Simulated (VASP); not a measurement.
These are TPSS meta-GGA, VASP's PBE PAW potentials (set 64) (plane waves; VASP) values and carry that method's errors.

A VASP calculation is set up with these files.

KPOINTS:
```
Automatic
0
Gamma
  9 9 9
```

POSCAR:
```
GaSb
1.0
  0.0000000000   3.0876393346   3.0876393346
  3.0876393346   0.0000000000   3.0876393346
  3.0876393346   3.0876393346   0.0000000000
Ga Sb
1 1
Cart
  0.0000000000   0.0000000000   0.0000000000
  1.5438196673   1.5438196673   1.5438196673
```

**INCAR**
```
! general
SYSTEM =GaSb
PREC   =Accurate
ENCUT  =520   ! plane-wave cut-off (eV)
LREAL  =F   ! projection in real space or not
LASPH  =T

! electronic loop
EDIFF  =1E-6   ! SCF stop (eV)
NELM   =100
ALGO   =Normal   ! blocked Davidson
LMAXMIX=4
LMIXTAU=T

! smearing
ISMEAR =1
SIGMA  =0.1   ! width (eV)

! functional
METAGGA=TPSS

! ions
IBRION =2
NSW    =60   ! most ionic steps
ISIF   =3   ! ions, shape and volume
EDIFFG =-0.01

! output
LWAVE  =F
LCHARG =F
```

POTCAR, in this order: Ga_d Sb (PBE.64 set). Program: vasp_std.

Unless said otherwise, spin-orbit coupling is left out, though it shifts the bands of the heavy elements here.

Question: What does the run give for the energy per atom (σ→0), band gap (on the k-mesh)?

Answer: 
energy per atom (σ→0): -11.594 eV/atom
band gap (on the k-mesh): none (metal, semimetal or under 0.01 eV)

### OSZICAR
```
...
DAV:  13    -0.231830089428E+02   -0.27767E-02   -0.32804E-04   935   0.161E-01    0.824E-02
DAV:  14    -0.231817615129E+02    0.12474E-02   -0.26989E-04  1088   0.231E-01    0.731E-02
DAV:  15    -0.231883149829E+02   -0.65535E-02   -0.49556E-03   910   0.680E-01    0.312E-02
DAV:  16    -0.231884322800E+02   -0.11730E-03   -0.17696E-04  1005   0.155E-01    0.198E-02
DAV:  17    -0.231884432763E+02   -0.10996E-04   -0.87419E-06   980   0.325E-02    0.136E-02
DAV:  18    -0.231884474641E+02   -0.41877E-05   -0.31981E-05   915   0.488E-02    0.437E-03
DAV:  19    -0.231884482919E+02   -0.82780E-06   -0.60311E-06  1030   0.310E-02
   1 F= -.23188448E+02 E0= -.23188429E+02  d E =-.231884E+02
```

The compound is GaSb in the zinc blende structure. It was relaxed first. The start is the result of an earlier pass.
